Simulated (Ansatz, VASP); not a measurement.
# Ba2H3NO6: VASP beside Ansatz

Aim: how closely do two programs agree when they are given the same cell, functional and k mesh?

Calculated with Ansatz 0.2.0; plane waves, with VASP 6.6.1 beside it; single point at LDA.

### Step 1. Starting point

It takes space group P-62m (No. 189, hexagonal). The conventional cell has a = 6.810 Å, b = 6.810 Å, c = 3.729 Å, α = 90.00°, β = 90.00°, γ = 120.00°. Nearest to Ba lie 9 O at 2.73 to 2.91 Å and 6 H at 3.03 Å. Nearest to O lie 1 H at 0.98 Å and 4 Ba at 2.73 Å. O has 1 N at 1.26 Å and 4 H at 2.59 Å and 2 Ba at 2.91 Å nearest. Nearest to N lie 3 O at 1.26 Å. Nearest to H lie 5 O at 0.98 to 2.59 Å and 2 N at 2.78 Å and 4 Ba at 3.03 Å. Farther neighbours and most contacts between anions are not listed.

### Step 2. Ansatz: single point, LDA

Ansatz runs on its default PAW (the set named soft_2) files.

A single point gives forces, pressure and levels at one fixed geometry, so differences don't come from the geometry; what else differs is listed under the comparison.

Input file input.yaml:

```yaml
crystal:
  lattice:
    - [6.8103395504, 0.0, 0.0]
    - [-3.4051697752, 5.897927059, 0.0]
    - [0.0, 0.0, 7.4573081244]
  atoms:
    - { symbol: Ba, position: [0.6666666667, 0.3333333333, 0.0] }
    - { symbol: Ba, position: [0.6666666667, 0.3333333333, 0.5] }
    - { symbol: Ba, position: [0.3333333333, 0.6666666667, 0.0] }
    - { symbol: Ba, position: [0.3333333333, 0.6666666667, 0.5] }
    - { symbol: O, position: [0.0, 0.4463000754, 0.25] }
    - { symbol: O, position: [0.0, 0.4463000754, 0.75] }
    - { symbol: O, position: [0.5536999246, 0.5536999246, 0.25] }
    - { symbol: O, position: [0.5536999246, 0.5536999246, 0.75] }
    - { symbol: O, position: [0.4463000754, 0.0, 0.25] }
    - { symbol: O, position: [0.4463000754, 0.0, 0.75] }
    - { symbol: O, position: [0.8155368401, 0.0, 0.0] }
    - { symbol: O, position: [0.8155368401, 0.0, 0.5] }
    - { symbol: O, position: [0.0, 0.8155368401, 0.0] }
    - { symbol: O, position: [0.0, 0.8155368401, 0.5] }
    - { symbol: O, position: [0.1844631599, 0.1844631599, 0.0] }
    - { symbol: O, position: [0.1844631599, 0.1844631599, 0.5] }
    - { symbol: "N", position: [0.0, 0.0, 0.0] }
    - { symbol: "N", position: [0.0, 0.0, 0.5] }
    - { symbol: H, position: [0.0, 0.3022213261, 0.25] }
    - { symbol: H, position: [0.0, 0.3022213261, 0.75] }
    - { symbol: H, position: [0.6977786739, 0.6977786739, 0.25] }
    - { symbol: H, position: [0.6977786739, 0.6977786739, 0.75] }
    - { symbol: H, position: [0.3022213261, 0.0, 0.25] }
    - { symbol: H, position: [0.3022213261, 0.0, 0.75] }
hamiltonian:
  xc: lda
  pseudopotentials: { kind: paw }
kpoints:
  mp_grid: { grid: [2, 2, 2] }
scf:
  occupations: { method: gaussian, width: 0.05 }
  n_extra_bands: 10
output:
  forces: true
  stress: true
  eigenvalues: true
```

Started as:

```bash
ansatz run input.yaml --threads 8 --pin off --max-ram 18432MiB --backend cpu --events-out ev --progress --plain --runs-dir out
```

Numbers of over 12 decimals in the logs are rounded to 6 here.

The log of the run:

```text
scf.n_extra_bands = 10 over 64 filled bands (N_el = 128.0): the run solves 74 bands
Engine: ansatz 0.2.0, aarch64-unknown-linux-gnu
Pseudopotentials: kind: paw
Pseudopotential: Ba, paw, valence charge 10, recommended cutoff 420 eV (normal), Ba.paw.azcp
Pseudopotential: O, paw, valence charge 6, recommended cutoff 420 eV (normal), O.paw.azcp
Pseudopotential: N, paw, valence charge 5, recommended cutoff 420 eV (normal), N.paw.azcp
Pseudopotential: H, paw, valence charge 1, recommended cutoff 420 eV (normal), H.paw.azcp
Functional definition: SPW92
  exchange = slater_x
  correlation = pw_c
Crystal: 24 atoms, lattice volume = 299.537 Å³
Basis set: ecut = 420 eV, 5893 PW (Γ)
Bands: 74, of which v1, the nominal top of the filled ones, is band 64 counted from 1 (63 counted from 0)
Symmetry: 24 space group operations
Space group: P-62m (ITA 189), of the structure as read, at distance tolerance 6.7e-5 Å
k-points: 4 of 8
Non-local potential: Ba, projectors of the file, l = 0: 3, l = 1: 2, l = 2: 2, l = 3: 2
Non-local potential: O, projectors of the file, l = 0: 2, l = 1: 2, l = 2: 1
Non-local potential: N, projectors of the file, l = 0: 2, l = 1: 2, l = 2: 1
Non-local potential: H, projectors of the file, l = 0: 2, l = 1: 1
PAW form: soft (Blöchl's): semilocal exchange-correlation on the pseudo side does not see the compensation charge
PAW frozen core: Ba, regenerated for the run's functional, and the local potential with it (the file was generated under x = pbe(κ = 0.804, μ = 0.219515), c = pbe(β = 0.066725))
PAW frozen core: O, regenerated for the run's functional, and the local potential with it (the file was generated under x = pbe(κ = 0.804, μ = 0.219515), c = pbe(β = 0.066725))
PAW frozen core: N, regenerated for the run's functional, and the local potential with it (the file was generated under x = pbe(κ = 0.804, μ = 0.219515), c = pbe(β = 0.066725))
PAW one-centre angular grid: Ba, 194 points (default); XC on 64 Gauss nodes
PAW one-centre angular grid: O, 110 points (default); XC on 64 Gauss nodes
PAW one-centre angular grid: N, 110 points (default); XC on 64 Gauss nodes
PAW one-centre angular grid: H, 110 points (default); XC on 64 Gauss nodes
Initial density: superposition of atomic densities (neutral atoms: chi_scale 0, normalization atom), corrected by the library's trained network
Initial wavefunctions: pseudopotential atomic-orbital guess
Functional: x = slater, c = lda
SCF iter   1: F=—  HF=-30631.169143 eV  |F-HF|=—  |Δ(HF+E_count)|=         —  Δρ=1.18e-2  dr2=3.77e-1  ethr=1.77e-3  ⟨swp⟩=9.8  Hψ=1559  notcnv=0  defer=3
preconditioner: auto → Resta (q_TF=auto, 2.368 Å⁻¹)  ε∞=4.2  [insulator: Δε(μ)=2.360 eV  Ē_g=12.886 eV  σ=0.050 eV  W_gap=1.00  n_scr=70 (ndim 8)  ℏωp=23.1 eV  f_vac=0.040  D(μ)=0.00/eV (n_scr^D=0)  ε∞_Penn≈4.2]
SCF iter   2: F=—  HF=-30631.071861 eV  |F-HF|=—  |Δ(HF+E_count)|=   9.73e-2  Δρ=4.72e-3  dr2=3.70e-2  ethr=2.95e-4  ⟨swp⟩=2.2  Hψ=505  notcnv=0  defer=20
SCF iter   3: F=—  HF=-30631.063130 eV  |F-HF|=—  |Δ(HF+E_count)|=   8.73e-3  Δρ=1.98e-3  dr2=9.71e-3  ethr=2.89e-5  ⟨swp⟩=2.0  Hψ=503  notcnv=0  defer=20
SCF iter   4: F=—  HF=-30631.060846 eV  |F-HF|=—  |Δ(HF+E_count)|=   2.28e-3  Δρ=5.02e-4  dr2=4.83e-4  ethr=7.58e-6  ⟨swp⟩=2.0  Hψ=400  notcnv=0  defer=20
SCF iter   5: F=—  HF=-30631.060868 eV  |F-HF|=—  |Δ(HF+E_count)|=   2.18e-5  Δρ=2.22e-4  dr2=1.05e-4  ethr=3.77e-7  ⟨swp⟩=2.0  Hψ=521  notcnv=0  defer=20
SCF iter   6: F=—  HF=-30631.060843 eV  |F-HF|=—  |Δ(HF+E_count)|=   2.45e-5  Δρ=7.14e-5  dr2=9.32e-6  ethr=8.17e-8  ⟨swp⟩=2.0  Hψ=504  notcnv=0  defer=20
SCF iter   7: F=—  HF=-30631.060461 eV  |F-HF|=—  |Δ(HF+E_count)|=   3.82e-4  Δρ=1.09e-5  dr2=3.68e-7  ethr=7.28e-9  ⟨swp⟩=2.2  Hψ=425  notcnv=0  defer=20
SCF iter   8: F=-30631.060461 eV  HF=-30631.060461 eV  |F-HF|=4.19e-9  |Δ(HF+E_count)|=   1.47e-7  Δρ=2.63e-6  dr2=2.65e-8  ethr=7.81e-11  ⟨swp⟩=15.5  Hψ=1594  notcnv=0
SCF 1 converged in 8 iterations: F = -30631.060461 eV  dr2 = 2.65e-8
  greatest PAW one-centre occupation: 0.956 electrons in one spin orbital (limit 2), on the Ba atom at site 1 (counted from 0), in its partial waves of l = 0
SCF converged after 8 iterations
Free energy (F): -30631.060461 eV
Harris-Foulkes:  -30631.060461 eV  (|F-HF|=4.19e-9)
Internal energy: -30631.060461 eV  (E = F + TS)
E sigma→0 (E₀):  -30631.060461 eV
Fermi energy:    6.106920 eV
--- Per-component energies (eV) ---
  E_band       = -527.146056
  E_kinetic    = 3113.479999
  E_local      = -6731.212064  (includes V_loc(G=0)·N_el)
  E_nonlocal   = 945.759541
  E_hartree    = 2331.400676
  E_xc         = -1704.743099
  E_vxc        = -1877.079989  (∫ρ·V_xc dr)
  E_paw        = -22236.132506  (= ΣΔE_a)
  E_vpaw       = -640.922209  (= ΣTr[D̂ρ^β])
  E_aug_tail   = 0.022835  (compensation charges beyond the density's cutoff)
  E_ewald      = -6352.089051
  E_core_change = 2.453208  (= ΣΔE_core)
  E_smearing   = -0.000000  (= −TS)
  E_closure    = -0.000000  (closes the sum)
  Σ components = -30631.060461   (vs F -30631.060461, Δ=0.00e0)
--- Forces (eV/Å), atoms counted from 1 ---
  atom   1  Ba    -0.00000000     0.00000000     0.00000000
  atom   2  Ba    -0.00000000     0.00000000    -0.00000000
  atom   3  Ba    -0.00000000     0.00000000    -0.00000000
  atom   4  Ba    -0.00000000     0.00000000    -0.00000000
  atom   5  O      0.07911680    -0.13703432     0.00000000
  atom   6  O      0.07911680    -0.13703432     0.00000000
  atom   7  O      0.07911680     0.13703432     0.00000000
  atom   8  O      0.07911680     0.13703432     0.00000000
  atom   9  O     -0.15823360    -0.00000000     0.00000000
  atom  10  O     -0.15823360    -0.00000000     0.00000000
  atom  11  O      0.59919993     0.00000000    -0.00000000
  atom  12  O      0.59919993     0.00000000    -0.00000000
  atom  13  O     -0.29959997     0.51892236     0.00000000
  atom  14  O     -0.29959997     0.51892236     0.00000000
  atom  15  O     -0.29959997    -0.51892236     0.00000000
  atom  16  O     -0.29959997    -0.51892236     0.00000000
  atom  17  N      0.00000000    -0.00000000     0.00000000
  atom  18  N      0.00000000    -0.00000000     0.00000000
  atom  19  H     -0.08465813     0.14663219     0.00000000
  atom  20  H     -0.08465813     0.14663219     0.00000000
  atom  21  H     -0.08465813    -0.14663219     0.00000000
  atom  22  H     -0.08465813    -0.14663219     0.00000000
  atom  23  H      0.16931627     0.00000000     0.00000000
  atom  24  H      0.16931627     0.00000000     0.00000000
  max |Σ_I F_I| component: 4.80e-16 eV/Å
--- Stress (GPa, compression-positive) ---
       -2.300316      -0.000000       0.000000
       -0.000000      -2.300316      -0.000000
        0.000000      -0.000000      -0.935882
  P = ⅓ Tr σ = -1.8455 GPa (-18.455 kbar)
--- Band table (eV) ---
  k-point 0: bands = [... 60 lower, 4.5681, 4.5681, 4.7448, 4.9224, 7.2915, 7.8358, 8.9845, 9.7095, ... 6 higher]
  k-point 1: bands = [... 60 lower, 4.1910, 4.1910, 4.2021, 4.2021, 7.4983, 7.4983, 10.1752, 10.1752, ... 6 higher]
  k-point 2: bands = [... 60 lower, 4.2455, 4.4717, 4.5595, 4.6027, 7.4188, 7.7470, 9.8454, 10.5114, ... 6 higher]
  k-point 3: bands = [... 60 lower, 4.5215, 4.5215, 4.6469, 4.6469, 7.5673, 7.5673, 10.6899, 10.6899, ... 6 higher]
```

It took 2.1 s on 8 threads of Arm Neoverse N1, shared host; peak memory 0.73 GiB.

The column dr2 measures how far the density is from self-consistency, as an energy; F and HF (Harris–Foulkes) agree once it is small.

The run ends at a pressure of -1.85 GPa, with forces up to 0.60 eV/Å.

(Continued in part 2 of 2.)

[Lines on the potential files, build, host, timing and source positions are cut from VASP's logs without a mark.]

[Logs are printed without paths, hosts, clocks, repeated set-up lines and the standing remarks that a program may print on its own settings, such as how far it seeks lower states.]

[Hosts, paths, dates, database ids (printed as entryN), source tags and the programs' standing remarks are cut or masked in the printed files.]
